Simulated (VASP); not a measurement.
A VASP calculation is set up with these files.

### POSCAR
```
Tc
1
    1.3266940805    -2.2979019978     0.0000000000
    1.3266940805     2.2979019978     0.0000000000
    0.0000000000     0.0000000000     4.2438669984
Tc
2
Direct
  0.3333330000   0.6666670000   0.2500000000
  0.6666670000   0.3333330000   0.7500000000
```

**INCAR**
```
SYSTEM  =  Tc
PREC  =  Accurate; ENCUT  =  500; LREAL  =  .FALSE.
LASPH  =  .TRUE.
EDIFF  =  1E-6; NELM  =  100; ALGO  =  Normal
LMAXMIX  =  4
ISMEAR  =  1; SIGMA  =  0.1
GGA  =  PS
IBRION  =  2; NSW  =  40; ISIF  =  3
EDIFFG  =  -0.02; PSTRESS  =  450
LWAVE  =  .FALSE.; LCHARG  =  .FALSE.
```

KPOINTS:
```
Automatic mesh
0
Gamma
16 16 9
0 0 0
```

POTCAR, in this order: Tc_pv (PBE.64 set). Program: vasp_std.

Question: Translate this PBEsol calculation to Ansatz.

Answer: One equivalent input (not run):
Ansatz 0.2 input:
```yaml
crystal:
  lattice:
    - [1.3266941, -2.2979020, 0.0000000]
    - [1.3266941, 2.2979020, 0.0000000]
    - [0.0000000, 0.0000000, 4.2438670]
  atoms:
    - { symbol: Tc, position: [0.3333330, 0.6666670, 0.2500000] }
    - { symbol: Tc, position: [0.6666670, 0.3333330, 0.7500000] }
kpoints:
  mp_grid: { grid: [16, 16, 9] }
hamiltonian:
  xc: pbesol
  pseudopotentials: { kind: paw }
scf:
  occupations: { method: methfessel_paxton, width: 0.1 }
  max_iter: 100
relax:
  max_steps: 40
  f_tol: 0.02
  cell: { p_target: 45 }
output: { forces: true, stress: true, eigenvalues: true }
```
Limits of the translation: each code has its own PAW files, so the cut-off isn't converted (ENCUT is set for VASP's; basis.ecutwfc is left out, and Ansatz then takes the one that its files recommend); Ansatz stops its SCF on the density residual and VASP on the energy change (EDIFF).

The compound is Tc in the hcp structure. This run relaxes it under an external pressure of 45 GPa. Symmetry was kept, so distortions that lower it aren't found.
